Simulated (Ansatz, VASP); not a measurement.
# CdPd: VASP beside Ansatz

```xyz
2
Lattice="3.0626 0.0000 0.0000 0.0000 3.0626 0.0000 0.0000 0.0000 3.7227" Properties=species:S:1:pos:R:3 pbc="T T T"
Cd    0.0000    0.0000    0.0000
Pd    1.5313    1.5313    1.8614
```

Alike in both runs: task relaxation of cell and atoms; functional LDA; k mesh 14 × 14 × 12; occupations gaussian, width 0.1 eV; no spin polarisation.

|  | VASP | Ansatz |
| --- | --- | --- |
| version | VASP 6.6.1 | Ansatz 0.2.0 |
| potentials or method | VASP PAW LDA potentials, release 64 (Cd, Pd) | scalar-relativistic, plane waves, PAW |
| plane-wave cutoff (eV) | 600 | 420 |
| valence electrons in the cell | 22 | 38 |

Ansatz gave:

```
gap on the k mesh at the Fermi level, each at its own relaxed structure (eV) : none
relaxed volume (Å³/atom)                                                     : 15.91
relaxed cell length with the largest relative difference (Å)                 : 3.624
energy change over the relaxation (meV/atom)                                 : -60
```

Estimate VASP's values.

gap on the k mesh at the Fermi level, each at its own relaxed structure (eV): none; relaxed volume (Å³/atom): 16.06; relaxed cell length with the largest relative difference (Å): 3.643; energy change over the relaxation (meV/atom): -50.

A gap of «none» marks a metal or a gap that the smearing closes. The two sets of potentials don't hold the same shells in valence.

LDA usually gives volumes a few per cent too small. Zero-point motion and thermal expansion aren't in these numbers.
